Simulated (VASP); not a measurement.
Here is the system:

```
Ge
1.0
    3.99231     0.00000     0.00000
   -1.99615     3.45744     0.00000
    0.00000     0.00000     6.58799
Ge
4
Direct
  0.66667   0.33333   0.06285
  0.33333   0.66667   0.93715
  0.33333   0.66667   0.56285
  0.66667   0.33333   0.43715
```

Calculation: r2SCAN meta-GGA, VASP's PBE PAW potentials (set 64) (plane waves; VASP). Numerical set-up: 400 eV cut-off, 6×6×3 Γ-centred mesh, Gaussian smearing of 0.050 eV, potentials Ge_d.

Estimate the energy per atom (σ→0), band gap (on the k-mesh) with the smallest direct gap where there is one.

The band gap (on the k-mesh) is 0.07 eV and the smallest direct gap (on the k-mesh) is 0.07 eV. The energy per atom (σ→0) is -13.839 eV/atom.

Only differences to runs with the same potentials and settings are physical.

The structure comes from a computed database's Ge entry (P6_3/mmc); how it stands against other phases isn't given here. It was relaxed first. The start is the result of an earlier pass.
